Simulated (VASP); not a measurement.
# SnSe: convergence with the plane-wave cutoff and precision settings, part 4 of 4

A convergence test on SnSe: the plane-wave cutoff and precision settings. The series runs use PBE. The start is a computed cell from the Materials Project.

VASP 6.6.1; PBE; plane waves and PAW (Sn_d, Se).

Still holding for the runs below: Spin-orbit coupling is off here; it can split and shift levels that hold much weight on Sn by tenths of an eV or more.

So far. Step 15 (Precision settings: PREC = Accurate): Against the first of the series the energy moves by +1.81 meV an atom and the pressure by -0.10 GPa, after 14 cycles in 12 s. Step 16 (Precision settings: LREAL = Auto): Against PREC = Accurate, on which this run builds, the energy moves by -0.36 meV an atom while the pressure stays within 0.01 GPa, after 14 cycles in 16 s.

## Step 17: Precision settings: ADDGRID on (continued)

Parts of OUTCAR (step 17):

```text
  Total        1.6112522      1.8866131      1.2772322      0.0000000      0.0000000      0.0000000
  in kB       11.4096462     13.3595398      9.0443740      0.0000000      0.0000000      0.0000000
  external PRESSURE =      11.2711867 kB  Pullay stress =       0.0000000 kB

 POSITION                                       TOTAL-FORCE (eV/Angst)
 -----------------------------------------------------------------------------------
      7.21781      3.09469      1.77015        -0.142096     -0.000000      0.155798
     10.27887      1.03156      4.12060         0.142096     -0.000000      0.155798
      4.44664      1.03156      2.93076         0.142096     -0.000000     -0.155798
      1.38558      3.09469      0.58031        -0.142096      0.000000     -0.155798
      1.73279      1.03156      2.39362        -0.117735      0.000000      0.169345
      7.56502      1.03156      4.65774        -0.117735      0.000000     -0.169345
      4.09944      3.09469      0.04316         0.117735      0.000000      0.169345
      9.93167      3.09469      2.30729         0.117735      0.000000     -0.169345
 -----------------------------------------------------------------------------------
    total drift:                               -0.000000      0.000000     -0.000000

  FREE ENERGIE OF THE ION-ELECTRON SYSTEM (eV)
  ---------------------------------------------------
  free  energy   TOTEN  =       -32.8174902917 eV

  energy  without entropy=      -32.8174654811  energy(sigma->0) =      -32.81747789

[... 2 parts as in an earlier step ...]

[... 1 further part left out ...]
[key lines of the parts left out:]
E-fermi :   5.0975
```

Against PREC = Accurate, on which this run builds, the energy moves by -0.01 meV an atom while the pressure stays within 0.01 GPa, after 14 cycles in 17 s.

## Step 18: Precision settings: LASPH on

Contents of INCAR:

```
SYSTEM = SnSe
PREC = Accurate
ENCUT = 400
EDIFF = 1E-06
NELM = 100
ISMEAR = -1
SIGMA = 0.05
LREAL = .FALSE.
ALGO = Normal
GGA = PE
NBANDS = 49
LORBIT = 11
LWAVE = .FALSE.
LCHARG = .FALSE.
KPAR = 4
NCORE = 2
ISIF = 2
LASPH = .TRUE.
```

Contents of POSCAR:

```
SnSe
1.0
   11.6644585000      0.0000000000      0.0000000000
    0.0000000000      4.1262509500      0.0000000000
    0.0000000000      0.0000000000      4.7009074500
Sn Se
4 4
Direct
    0.6187868500      0.7500000000      0.3765543000
    0.8812131500      0.2500000000      0.8765543000
    0.3812131500      0.2500000000      0.6234457000
    0.1187868500      0.7500000000      0.1234457000
    0.1485530300      0.2500000000      0.5091818000
    0.6485530300      0.2500000000      0.9908182000
    0.3514469700      0.7500000000      0.0091818000
    0.8514469700      0.7500000000      0.4908182000
```

Contents of KPOINTS:

```
Automatic mesh
0
Gamma
2 6 5
0 0 0
```

PAW data sets: Sn_d and Se (PBE family, release 64).

The run is started by

```
> mpirun -np 8 vasp_std
```

The program printed:

```text
[... set-up lines as in an earlier step ...]
 entering main loop
       N       E                     dE             d eps       ncg     rms          rms(c)
[... 2 cycles as in an earlier step ...]
DAV:   3    -0.258450433089E+02   -0.12225E+03   -0.11715E+03  2859   0.187E+02
DAV:   4    -0.333448103896E+02   -0.74998E+01   -0.73931E+01  2762   0.484E+01
DAV:   5    -0.335874892505E+02   -0.24268E+00   -0.24220E+00  2781   0.915E+00    0.644E+00
DAV:   6    -0.328255535783E+02    0.76194E+00   -0.14119E+00  3271   0.572E+00    0.404E+00
[...]
DAV:  12    -0.328193506689E+02    0.13846E-04   -0.40231E-05  2983   0.331E-02    0.680E-03
DAV:  13    -0.328193520188E+02   -0.13499E-05   -0.66535E-06  2232   0.110E-02    0.195E-03
DAV:  14    -0.328193520448E+02   -0.26039E-07   -0.44972E-07  1548   0.560E-03
   1 F= -.32819352E+02 E0= -.32819340E+02  d E =-.247928E-04
```

Wall time 12 s (8 MPI ranks of Intel Xeon 6975P-C (Granite Rapids), shared host); peak memory 1.8 GiB; 93 s of CPU time.

From OUTCAR (step 18):

```text
  Total        1.5994802      1.8771403      1.2742148      0.0000000     -0.0000000      0.0000000
  in kB       11.3262863     13.2924608      9.0230075      0.0000000     -0.0000000      0.0000000
  external PRESSURE =      11.2139182 kB  Pullay stress =       0.0000000 kB

 POSITION                                       TOTAL-FORCE (eV/Angst)
 -----------------------------------------------------------------------------------
      7.21781      3.09469      1.77015        -0.140919     -0.000000      0.155565
     10.27887      1.03156      4.12060         0.140919     -0.000000      0.155565
      4.44664      1.03156      2.93076         0.140919     -0.000000     -0.155565
      1.38558      3.09469      0.58031        -0.140919     -0.000000     -0.155565
      1.73279      1.03156      2.39362        -0.117110      0.000000      0.168518
      7.56502      1.03156      4.65774        -0.117110     -0.000000     -0.168518
      4.09944      3.09469      0.04316         0.117110     -0.000000      0.168518
      9.93167      3.09469      2.30729         0.117110     -0.000000     -0.168518
 -----------------------------------------------------------------------------------
    total drift:                               -0.000000      0.000000     -0.000000

  FREE ENERGIE OF THE ION-ELECTRON SYSTEM (eV)
  ---------------------------------------------------
  free  energy   TOTEN  =       -32.8193520448 eV

  energy  without entropy=      -32.8193272520  energy(sigma->0) =      -32.81933965

[... 2 parts as in an earlier step ...]

[... 1 further part left out ...]
[key lines of the parts left out:]
E-fermi :   5.0980
```

Against PREC = Accurate, on which this run builds, the energy moves by -0.25 meV an atom while the pressure stays within 0.01 GPa, after 14 cycles in 12 s.

## Step 19: The precision settings series as a table

This step: convergence of PBE results with the precision; plane waves and PAW (VASP 6.6.1).

No new run; the numbers come from the runs before.

Differences are taken from the run with PREC = Normal; the rows on LREAL, ADDGRID and LASPH hold PREC = Accurate and are best read against that row. Results of the series, by row:

```tsv
setting	status	energy less the reference (meV/atom)	pressure (GPa)	largest force difference (meV/Å)	gap (eV)	SCF cycles	wall time (s)
PREC = Low	converged	-1.734	1.229	11.91	0.8404	14	7.6
PREC = Medium	converged	-0.329	1.128	3.878	0.8403	14	7.6
PREC = Normal	converged	0	1.13	0	0.8402	14	7.8
PREC = Single	converged	-0.3258	1.128	3.888	0.8403	14	10.6
PREC = Accurate	converged	0.07416	1.125	2.558	0.8402	14	12
LREAL = Auto	converged	-0.2886	1.124	12.57	0.8403	14	15.8
ADDGRID = .TRUE.	converged	0.06158	1.127	2.499	0.8402	14	17
LASPH = .TRUE.	converged	-0.1711	1.121	3.676	0.8402	14	12.2
```

## Step 20: Results

```
plane-wave cutoff from which the energy stays within 10 meV/atom of the reference : ENCUT = 240
plane-wave cutoff from which the energy stays within 1 meV/atom of the reference  : ENCUT = 280
plane-wave cutoff from which the pressure stays within 0.2 GPa of the reference   : ENCUT = 390
spread of the pressure over the plane-wave cutoff                                 : 190 GPa
spread of the energy over the plane-wave cutoff                                   : 3666 meV/atom
spread of the pressure over the precision settings                                : 0.107 GPa
spread of the energy over the precision settings                                  : 1.81 meV/atom
```

From ENCUT = 280 on, the energy stays within 1 meV an atom of the reference, at 46 % of its time. The pressure holds within 0.2 GPa from ENCUT = 390 on. These cutoffs are 0.6 to 2 times the default of the data sets, about 240 eV; at the default the run is off by +1.8 meV an atom, -0.51 GPa, 4.2 meV/Å in forces, and at 1.3 times by +0.5 meV an atom, -0.25 GPa, 1.4 meV/Å in forces. Energy differences between like cells converge faster than these totals. Among the precision settings, PREC = Low moves the energy most against PREC = Accurate (-1.8 meV an atom), and PREC = Low the pressure (+0.10 GPa). The fastest converged run is PREC = Low, at 7.6 s against 12 s; on a shared host such times are rough. LREAL = Auto is slower here: projection in real space pays only in large cells. For the plane-wave cutoff, differences are taken from the run with ENCUT = 480, which is itself not the exact limit. The runs at ENCUT = 140; ENCUT = 180; ENCUT = 220 are over 30 meV an atom or 2 GPa off and describe the material poorly.

[Lines on the potential files, build, host, timing and source positions are cut from VASP's logs without a mark.]

[Logs are printed without paths, hosts, clocks, repeated set-up lines and the standing remarks that a program may print on its own settings, such as how far it seeks lower states.]

[Hosts, paths, dates, database ids (printed as entryN), source tags and the programs' standing remarks are cut or masked in the printed files.]

[A measured line is paired with the nearest computed mode of its activity, which favours agreement.]

[In band tables of VASP the shares of atoms and orbitals are scaled to a sum of 1 inside the atoms' spheres.]
